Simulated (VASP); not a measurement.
Output of a VASP run:

File OUTCAR:
```
 ion  position               nearest neighbor table
   1  0.500  0.000  0.572-   3 2.29   4 2.29   4 2.29   3 2.29   2 3.64   2 3.64   2 3.64   2 3.64
  LATTYP: Found a simple tetragonal cell.
 ALAT       =     3.9185120000
 C/A-ratio  =     4.1765685546
 Subroutine PRICEL returns:
 Original cell was already a primitive cell.
 Subroutine GETGRP returns: Found 16 space group operations
The static configuration has the point symmetry D_2d.
 The point group associated with its full space group is D_4h.
The dynamic configuration has the point symmetry D_2d.
 Subroutine INISYM returns: Found 16 space group operations
 Subroutine IBZKPT returns following result:
 Found     10 irreducible k-points:

 Following reciprocal coordinates:
            Coordinates               Weight
  0.000000  0.000000  0.000000      1.000000
  0.166667  0.000000  0.000000      4.000000
  0.333333  0.000000  0.000000      4.000000
  0.500000  0.000000  0.000000      2.000000
  0.166667  0.166667  0.000000      4.000000
  0.333333  0.166667  0.000000      8.000000
  0.500000  0.166667  0.000000      4.000000
  0.333333  0.333333  0.000000      4.000000
  0.500000  0.333333  0.000000      4.000000
  0.500000  0.500000  0.000000      1.000000
   k-points           NKPTS =     10   k-points in BZ     NKDIM =     10   number of bands    NBANDS=     24
   number of dos      NEDOS =    301   number of ions     NIONS =      4
   total plane-waves  NPLWV =  84672
   dimension x,y,z NGX =    28 NGY =   28 NGZ =  108
   dimension x,y,z NGXF=    56 NGYF=   56 NGZF=  216
   ions per type =               2   2
   PREC   = accura    normal or accurate (medium, high low for compatibility)
   ISTART =      0    job   : 0-new  1-cont  2-samecut
   ICHARG =      2    charge: 1-file 2-atom 10-const
   ISPIN  =      1    spin polarized calculation?
   LNONCOLLINEAR =      F non collinear calculations
   LSORBIT =      F    spin-orbit coupling
   INIWAV =      1    electr: 0-lowe 1-rand  2-diag
   ENCUT  =  400.0 eV  29.40 Ry    5.42 a.u.   6.39  6.39 26.69*2*pi/ulx,y,z
   NELM   =    100;   NELMIN=  2; NELMDL= -5     # of ELM steps
   EDIFF  = 0.1E-05   stopping-criterion for ELM
   LREAL  =      F    real-space projection
   NLSPLINE    = F    spline interpolate recip. space projectors
   LMAXMIX     =    4 max onsite mixed and CHGCAR
   VOSKOWN=      0    Vosko Wilk Nusair interpolation
   EDIFFG = 0.1E-04   stopping-criterion for IOM
   NSW    =      0    number of steps for IOM
   NBLOCK =      1;   KBLOCK =      1    inner block; outer block
   IBRION =     -1    ionic relax: 0-MD 1-quasi-New 2-CG
   NFREE  =      0    steps in history (QN), initial steepest desc. (CG)
   ISIF   =      2    stress and relaxation
   ISYM   =      2    0-nonsym 1-usesym 2-fastsym
   TEIN   =    0.0    initial temperature
   TEBEG  =    0.0;   TEEND  =   0.0 temperature during run
   SMASS  =  -3.00    Nose mass-parameter (am)
   PSTRESS=    0.0 pullay stress
   NELECT =      40.0000    total number of electrons
   EFERMI =   0.00;   METHOD = LEGACY
   ISMEAR =     0;   SIGMA  =   0.10  broadening in eV -4-tet -1-fermi 0-gaus
   IALGO  =     38    algorithm
   LDIAG  =      T    sub-space diagonalisation (order eigenvalues)
   IMIX   =      4    mixing-type and parameters
     AMIX     =   0.40;   BMIX     =  1.00
     AMIX_MAG =   1.60;   BMIX_MAG =  1.00
     AMIN     =   0.10
   GGA     = PE    functional components
   VOSKOWN =     0    Vosko Wilk Nusair interpolation
   LHFCALC =     F    Hartree Fock is set to
   LHFONE  =     F    Hartree Fock one center treatment
   AEXX    =    0.0000 exact exchange contribution
   IVDW    =     0    specifies the selected vdW correction
   LEPSILON=     F    determine dielectric tensor
   LRPA    =     F    only Hartree local field effects (RPA)
  energy-cutoff  :      400.00
  volume of cell :      251.29
      direct lattice vectors                 reciprocal lattice vectors
     3.918512000  0.000000000  0.000000000     0.255198912  0.000000000  0.000000000
     0.000000000  3.918512000  0.000000000     0.000000000  0.255198912  0.000000000
...
```

OSZICAR:
```
       N       E                     dE             d eps       ncg     rms          rms(c)
DAV:   1     0.428498659308E+03    0.42850E+03   -0.16286E+04   504   0.120E+03
DAV:   2     0.415662210309E+02   -0.38693E+03   -0.38228E+03   592   0.383E+02
DAV:   3    -0.242306145140E+02   -0.65797E+02   -0.63284E+02   664   0.184E+02
DAV:   4    -0.263675219097E+02   -0.21369E+01   -0.21360E+01   608   0.408E+01
DAV:   5    -0.264086501727E+02   -0.41128E-01   -0.41125E-01   688   0.472E+00    0.125E+01
DAV:   6    -0.214712812597E+02    0.49374E+01   -0.33694E+01   760   0.466E+01    0.475E+00
DAV:   7    -0.214671825076E+02    0.40988E-02   -0.27952E+00   584   0.115E+01    0.291E+00
DAV:   8    -0.214524527069E+02    0.14730E-01   -0.15205E+00   816   0.106E+01    0.192E+00
DAV:   9    -0.213623868195E+02    0.90066E-01   -0.54559E-01   752   0.641E+00    0.364E-01
DAV:  10    -0.213715334957E+02   -0.91467E-02   -0.39525E-02   616   0.136E+00    0.204E-01
DAV:  11    -0.213684796410E+02    0.30539E-02   -0.28390E-02   768   0.132E+00    0.195E-01
DAV:  12    -0.213682359370E+02    0.24370E-03   -0.35383E-03   688   0.813E-01    0.870E-02
DAV:  13    -0.213681563093E+02    0.79628E-04   -0.30277E-03   752   0.388E-01    0.804E-02
DAV:  14    -0.213681791914E+02   -0.22882E-04   -0.10511E-03   688   0.332E-01    0.363E-02
DAV:  15    -0.213682883877E+02   -0.10920E-03   -0.93141E-05   672   0.851E-02    0.187E-02
DAV:  16    -0.213685992833E+02   -0.31090E-03   -0.22114E-04   744   0.158E-01    0.261E-02
DAV:  17    -0.213686547851E+02   -0.55502E-04   -0.78282E-05   696   0.911E-02    0.396E-03
DAV:  18    -0.213687740715E+02   -0.11929E-03   -0.26097E-05   544   0.309E-02    0.320E-03
DAV:  19    -0.213687804218E+02   -0.63502E-05   -0.15758E-06   448   0.105E-02    0.216E-03
DAV:  20    -0.213687852954E+02   -0.48736E-05   -0.83960E-07   384   0.657E-03    0.578E-04
DAV:  21    -0.213687854686E+02   -0.17324E-06   -0.13777E-07   432   0.362E-03
   1 F= -.21368785E+02 E0= -.21368785E+02  d E =-.529801E-11
```

**OUTCAR**
```
------------------------ aborting loop because EDIFF is reached ----------------------------------------
  FORCE on cell =-STRESS in cart. coord.  units (eV):
  Direction    XX          YY          ZZ          XY          YZ          ZX
  --------------------------------------------------------------------------------------
  Total        2.4056696      2.4056696      1.3111417      0.0000000     -0.0000000      0.0000000
  in kB       15.3378120     15.3378120      8.3594376      0.0000000     -0.0000000      0.0000000
  external PRESSURE =      13.0116872 kB  Pullay stress =       0.0000000 kB
  volume of cell :      251.29
      direct lattice vectors                 reciprocal lattice vectors
     3.918512000  0.000000000  0.000000000     0.255198912  0.000000000  0.000000000
     0.000000000  3.918512000  0.000000000     0.000000000  0.255198912  0.000000000
     0.000000000  0.000000000 16.365934000     0.000000000  0.000000000  0.061102532
 POSITION                                       TOTAL-FORCE (eV/Angst)
 -----------------------------------------------------------------------------------
      1.95926      0.00000      9.36593         0.000000      0.000000      1.109448
      0.00000      1.95926      7.00000         0.000000      0.000000     -1.109448
      0.00000      0.00000      8.18297         0.000000      0.000000      0.000000
      1.95926      1.95926      8.18297        -0.000000     -0.000000      0.000000
 -----------------------------------------------------------------------------------
    total drift:                                0.000000      0.000000      0.000000
  FREE ENERGIE OF THE ION-ELECTRON SYSTEM (eV)
  ---------------------------------------------------
  free  energy   TOTEN  =       -21.3687854686 eV

  energy  without entropy=      -21.3687854686  energy(sigma->0) =      -21.36878547
```
(Selected blocks of OUTCAR.)

File POSCAR:
```
PbO
1
    3.9185120000     0.0000000000     0.0000000000
    0.0000000000     3.9185120000     0.0000000000
    0.0000000000     0.0000000000    16.3659340000
Pb O
2 2
Direct
  0.5000000000   0.0000000000   0.5722820000
  0.0000000000   0.5000000000   0.4277180000
  0.0000000000   0.0000000000   0.5000000000
  0.5000000000   0.5000000000   0.5000000000
```

**Question.** Reconstruct the remaining input files.

**Answer.** Several could match; the one computed here: the input of the run itself, PBE GGA, plane waves, VASP's PBE PAW potentials (set 64).

File KPOINTS:
```
Automatic mesh
0
Gamma
6 6 1
0 0 0
```

**INCAR**
```
ISMEAR = 0   ! Gaussian
ALGO = Normal
SYSTEM = PbO
LASPH = .TRUE.
GGA = PE
LCHARG = .FALSE.
EDIFF = 1E-6   ! SCF stop (eV)
LREAL = .FALSE.   ! projection in real space or not
NELM = 100
LMAXMIX = 4
ISIF = 2
LWAVE = .FALSE.
ENCUT = 400   ! plane-wave cut-off (eV)
PREC = Accurate
SIGMA = 0.1   ! width (eV)
```

POTCAR, in this order: Pb_d O (PBE.64 set). Program: vasp_std.

At this cut-off the stress carries a Pulay error, which pulls relaxed volumes low. The cell holds a wide vacuum, so values per volume refer to the whole cell.

The cell is a sheet with vacuum, built from a generated structure.
